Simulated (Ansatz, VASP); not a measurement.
# ZrF2 in VASP and in Ansatz

The input INCAR:

```
PREC = Accurate
ENCUT = 520
EDIFF = 1E-6
ISMEAR = 0
SIGMA = 0.2
LREAL = F
LASPH = T
NELM = 100
ALGO = Normal
ISIF = 2
LWAVE = F
LCHARG = F
GGA = PE
NBANDS = 35
```

The input KPOINTS:

```
Automatic mesh
0
Gamma
  8 4 4
```

File POSCAR:

```
ZrF2
1.0
    0.0000000000     -2.8689219302      0.0000000000
   -5.7378438605      0.0000000000      0.0000000000
    0.0000000000      0.0000000000     -5.9428467584
Zr F
2 4
Direct
    0.0000000000      0.5000000000      0.0000000000
    0.0000000000      0.0000000000      0.0000000000
    0.5000000000      0.7500000000      0.7893076347
    0.5000000000      0.2500000000      0.7893076347
    0.5000000000      0.7500000000      0.2106923653
    0.5000000000      0.2500000000      0.2106923653
```

Input for Ansatz:

```yaml
crystal:
  lattice:
    - [0.0, -2.8689219302, 0.0]
    - [-5.7378438605, 0.0, 0.0]
    - [0.0, 0.0, -5.9428467584]
  atoms:
    - { symbol: Zr, position: [0.0, 0.5, 0.0] }
    - { symbol: Zr, position: [0.0, 0.0, 0.0] }
    - { symbol: F, position: [0.5, 0.75, 0.7893076347] }
    - { symbol: F, position: [0.5, 0.25, 0.7893076347] }
    - { symbol: F, position: [0.5, 0.75, 0.2106923653] }
    - { symbol: F, position: [0.5, 0.25, 0.2106923653] }
basis:
  ecutwfc: 420
kpoints:
  mp_grid: { grid: [8, 4, 4] }
hamiltonian:
  xc: pbe
scf:
  occupations: { method: gaussian, width: 0.2 }
  lower_state_search: "off"
output:
  forces: true
  stress: true
  eigenvalues: true
```

Alike in both runs: task single point; functional PBE; k mesh 8 × 4 × 4; occupations gaussian, width 0.2 eV; no spin polarisation.

|  | VASP | Ansatz |
| --- | --- | --- |
| version | VASP 6.6.1 | Ansatz 0.2.0 |
| potentials or method | VASP PAW PBE potentials, release 64 (Zr_sv, F) | scalar-relativistic, plane waves, PAW |
| plane-wave cutoff (eV) | 520 | 420 |
| valence electrons in the cell | 52 | 52 |

Ansatz gave:

| Quantity | Value |
| --- | --- |
| gap on the k mesh at the Fermi level (eV) | none |
| pressure (GPa) | 0.3 |
| largest component of the traceless stress (GPa) | 0.88 |
| rms of the force components (eV/Å) | 0.033 |

Task: What did VASP give for the same quantities?

Result: gap on the k mesh at the Fermi level (eV): none; pressure (GPa): 0.4; largest component of the traceless stress (GPa): 1.05; rms of the force components (eV/Å): 0.021.

Atom by atom the forces differ by 0.012 eV/Å (rms over components). A gap of «none» marks a metal or a gap that the smearing closes.
